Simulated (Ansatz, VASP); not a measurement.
# Cross-check of ZrB2 between VASP and Ansatz, part 2 of 2

Wanted: the spread between two codes on one cell, functional and k mesh. The structure shown is the end of the Ansatz relaxation below.

VASP 6.6.1 and Ansatz 0.2.0.

So far. Step 3 (VASP: single point, LDA, pair 1): The run ends at a pressure of 8.95 GPa.

### Step 6. VASP: single point, LDA, pair 2 (continued)

Level of this step: LDA; plane waves and PAW (Zr_sv, B) (VASP).

Numbers of over 12 decimals in the logs are rounded to 6 here.

From OUTCAR (step 6):

```text
  Total        0.8285132      0.8285132      0.8356697      0.0000000      0.0000000     -0.0000000
  in kB       45.4385168     45.4385168     45.8310079      0.0000000      0.0000000     -0.0000000
  external PRESSURE =      45.5693472 kB  Pullay stress =       0.0000000 kB

 POSITION                                       TOTAL-FORCE (eV/Angst)
 -----------------------------------------------------------------------------------
      0.00000      0.00000      0.00000        -0.000000      0.000000      0.000000
     -0.00000      1.80005      1.73514         0.000000     -0.000000      0.000000
      1.55889      0.90003      1.73514         0.000000      0.000000      0.000000
 -----------------------------------------------------------------------------------
    total drift:                               -0.000000      0.000000     -0.000000

  FREE ENERGIE OF THE ION-ELECTRON SYSTEM (eV)
  ---------------------------------------------------
  free  energy   TOTEN  =       -27.4744950127 eV

  energy  without entropy=      -27.4749859721  energy(sigma->0) =      -27.47465867

[... 1 part as in an earlier step ...]

[... 2 further parts left out ...]
[key lines of the parts left out:]
E-fermi :  11.0241
```

The run ends at a pressure of 4.56 GPa.

### Step 7. Side by side

Compared:

```
      quantity  Ansatz  VASP  difference
pressure (GPa)    4.05  4.56       -0.50
```

### Step 8. Ansatz: relaxation, LDA

This run makes the geometry at which the two programs are then compared. The cell compared in this pair holds 30.10 Å³, against 29.21 Å³ for the pair before.

The structure compared here is the end of the Ansatz relaxation.

input.yaml

```yaml
crystal:
  lattice:
    - [3.1482705595, 0.0, 0.0]
    - [-1.5741352797, 2.7264822825, 0.0]
    - [0.0, 0.0, 3.5070416794]
  atoms:
    - { symbol: Zr, position: [0.0, 0.0, 0.0] }
    - { symbol: B, position: [0.3333333333, 0.6666666667, 0.5] }
    - { symbol: B, position: [0.6666666667, 0.3333333333, 0.5] }
kpoints:
  mp_grid: { grid: [15, 15, 12] }
hamiltonian:
  xc: lda
  pseudopotentials: { kind: paw, azcp: { folder: soft_1 }, xc_functional: pbe }
scf:
  occupations: { method: methfessel_paxton, width: 0.2 }
  lower_state_search: "off"
output:
  forces: true
  stress: true
  eigenvalues: true
relax:
  adjacent_minimum: "off"
  f_tol: 0.001
  max_steps: 60
  cell: { stress_tol: 0.01, fix: [volume] }
```

On the command line:

```console
> ansatz run input.yaml --threads 18 --pin off --max-ram 92160MiB --backend cuda --events-out ev --progress --plain --runs-dir out --max-vram 78GiB
```

The program printed:

```text
[...]
Crystal: 3 atoms, lattice volume = 30.103 Å³
Basis set: ecut = 420 eV, 563 PW (Γ)
Bands: 13, of which v1, the nominal top of the filled ones, is band 9 counted from 1 (8 counted from 0)
Symmetry: 24 space group operations
[...]
k-points: 189 of 2700
[...]
k-point 188: bands = [... 5 lower, 7.1236, 10.9310, 13.1972, 13.1972, 20.0061, 22.0847, 22.0847, 22.5610]
--- Relaxed structure (3 steps of the walk, 3 accepted, 1 SCFs on fresh bases) ---
[...]
cell:  # Å, volume = 30.1034 Å³
    - [3.147413, -2.885967093328014e-11, 0]
    - [-1.573707, 2.725740, 0]
    - [0, 0, 3.508953]
  atoms:
    - { symbol: Zr, position: [0, 0, 0] }
    - { symbol: B, position: [0.333333, 0.666667, 0.5] }
    - { symbol: B, position: [0.666667, 0.333333, 0.5] }
[key lines of the parts left out:]
SCF converged after 4 iterations
Free energy (F): -4380.289115 eV
Fermi energy:    15.822695 eV
P = ⅓ Tr σ = -3.7728 GPa (-37.728 kbar)
```

### Step 9. VASP: single point, LDA, pair 3

The same cell, functional (in two slightly different forms), mesh and smearing now go to VASP, with its own data sets.

INCAR

```
SYSTEM = ZrB2
PREC = Accurate
ENCUT = 500
EDIFF = 1E-06
NELM = 120
ISMEAR = 1
SIGMA = 0.2
LREAL = .FALSE.
ALGO = Normal
GGA = CA
NBANDS = 15
LASPH = .TRUE.
LORBIT = 11
LWAVE = .FALSE.
LCHARG = .FALSE.
ISIF = 2
GGA_COMPAT = .FALSE.
KPAR = 2
```

POSCAR

```
ZrB2
1.0
    3.1474130609      0.0000000000      0.0000000000
   -1.5737065304      2.7257396670      0.0000000000
    0.0000000000      0.0000000000      3.5089528953
Zr B
1 2
Direct
    0.0000000000      0.0000000000      0.0000000000
    0.3333333333      0.6666666667      0.5000000000
    0.6666666667      0.3333333333      0.5000000000
```

KPOINTS

```
Automatic mesh
0
Gamma
15 15 12
0 0 0
```

The projector-augmented-wave data sets are Zr_sv and B (LDA family, release 64).

On the command line:

```console
> mpirun -np 2 vasp_std
```

The program printed:

```text
[... set-up lines as in an earlier step ...]
 entering main loop
       N       E                     dE             d eps       ncg     rms          rms(c)
DAV:   1     0.999467825380E+02    0.99947E+02   -0.95589E+03  5670   0.117E+03
DAV:   2    -0.259833620649E+02   -0.12593E+03   -0.12116E+03  7182   0.301E+02
DAV:   3    -0.302368633629E+02   -0.42535E+01   -0.42330E+01  9142   0.482E+01
DAV:   4    -0.302985853459E+02   -0.61722E-01   -0.61709E-01  6547   0.539E+00
[...]
DAV:  11    -0.274779697104E+02   -0.10386E-05   -0.53986E-05  7833   0.688E-02    0.139E-02
DAV:  12    -0.274779677284E+02    0.19821E-05   -0.42733E-06  7086   0.150E-02    0.484E-03
DAV:  13    -0.274779675968E+02    0.13160E-06   -0.62193E-07  3362   0.709E-03
   1 F= -.27477968E+02 E0= -.27478138E+02  d E =0.510775E-03
```

From OUTCAR (step 9):

```text
  Total       -0.6253414     -0.6253414     -0.6196168     -0.0000000      0.0000000      0.0000000
  in kB      -33.2822072    -33.2822072    -32.9775266     -0.0000000      0.0000000      0.0000000
  external PRESSURE =     -33.1806470 kB  Pullay stress =       0.0000000 kB

 POSITION                                       TOTAL-FORCE (eV/Angst)
 -----------------------------------------------------------------------------------
      0.00000      0.00000      0.00000        -0.000000      0.000000      0.000000
     -0.00000      1.81716      1.75448        -0.000000      0.000000      0.000000
      1.57371      0.90858      1.75448         0.000000     -0.000000      0.000000
 -----------------------------------------------------------------------------------
    total drift:                               -0.000000      0.000000     -0.000000

  FREE ENERGIE OF THE ION-ELECTRON SYSTEM (eV)
  ---------------------------------------------------
  free  energy   TOTEN  =       -27.4779675968 eV

  energy  without entropy=      -27.4784783719  energy(sigma->0) =      -27.47813786

[... 1 part as in an earlier step ...]

[... 2 further parts left out ...]
[key lines of the parts left out:]
E-fermi :  10.6802
```

The run ends at a pressure of -3.32 GPa.

### Step 10. Side by side

Both answers:

```
      quantity  Ansatz   VASP  difference
pressure (GPa)   -3.77  -3.32       -0.45
```

### Step 11. Outcome

| Property | Result |
| --- | --- |
| difference in pressure (single point, LDA, pair 1) | -0.53 GPa |
| difference in pressure (single point, LDA, pair 2) | -0.50 GPa |
| difference in pressure (single point, LDA, pair 3) | -0.45 GPa |

What this shows: The difference in pressure is -0.53 GPa (single point, LDA, pair 1), within the 1 GPa picked in this series as the mark of a large difference. Such differences can come from data sets, numerical settings and the points named under the comparisons, not from the functional's error against experiment.

[Lines on the potential files, build, host, timing and source positions are cut from VASP's logs without a mark.]

[Logs are printed without paths, hosts, clocks, repeated set-up lines and the standing remarks that a program may print on its own settings, such as how far it seeks lower states.]

[Hosts, paths, dates, database ids (printed as entryN), source tags and the programs' standing remarks are cut or masked in the printed files.]
